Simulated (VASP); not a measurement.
VASP ran on this input.

INCAR:
```
ALGO = Normal
EDIFF = 1E-6
EDIFFG = -0.02
ENCUT = 400
IBRION = 2
ISIF = 3
ISMEAR = 1
ISPIN = 2
LASPH = .True.
LCHARG = .False.
LMAXMIX = 4
LMIXTAU = .True.
LORBIT = 10
LREAL = .False.
LWAVE = .False.
MAGMOM = 3.9 2*-0.0
METAGGA = R2SCAN
NELM = 100
NSW = 60
PREC = Accurate
SIGMA = 0.1
SYSTEM = CrGe2
```

File POSCAR:
```
CrGe2
1
    4.6218968490     0.0000000000     0.0000000000
   -2.3109484245     4.0026801799    -0.0000000000
    0.0000000000     0.0000000000     2.7815470976
Cr Ge
1 2
Direct
  0.0000000000   0.0000000000   1.0000000000
  0.3333330000   0.6666670000   0.5000000000
  0.6666670000   0.3333330000   0.5000000000
```

**KPOINTS**
```
Automatic mesh
0
Gamma
7 7 10
0 0 0
```

POTCAR, in this order: Cr_pv Ge_d (PBE.64 set). Program: vasp_std.

### Question
Write an equivalent input for Ansatz.

### Answer
One equivalent input (not run):
Ansatz 0.2 input:
```yaml
crystal:
  lattice:
    - [4.6218968, 0.0000000, 0.0000000]
    - [-2.3109484, 4.0026802, 0.0000000]
    - [0.0000000, 0.0000000, 2.7815471]
  atoms:
    - { symbol: Cr, position: [0.0000000, 0.0000000, 1.0000000], spin: 3.9 }
    - { symbol: Ge, position: [0.3333330, 0.6666670, 0.5000000] }
    - { symbol: Ge, position: [0.6666670, 0.3333330, 0.5000000] }
kpoints:
  mp_grid: { grid: [7, 7, 10] }
hamiltonian:
  xc: r2scan
  pseudopotentials: { kind: paw }
magnetization: { spin_polarized: true }
scf:
  occupations: { method: methfessel_paxton, width: 0.1 }
  max_iter: 100
relax:
  max_steps: 60
  f_tol: 0.02
  cell: {}
output: { forces: true, stress: true, eigenvalues: true }
```
What does not carry over: each code has its own PAW files, so the cut-off isn't converted (ENCUT is set for VASP's; basis.ecutwfc is left out, and Ansatz then takes the one that its files recommend); Ansatz stops its SCF on the density residual and VASP on the energy change (EDIFF).

The structure was generated: CrGe2 was put into the AlB2 type (P6/mmm), which need not be its known phase. This run relaxes it. Symmetry was kept, so distortions that lower it aren't found. The start is the result of an earlier pass.
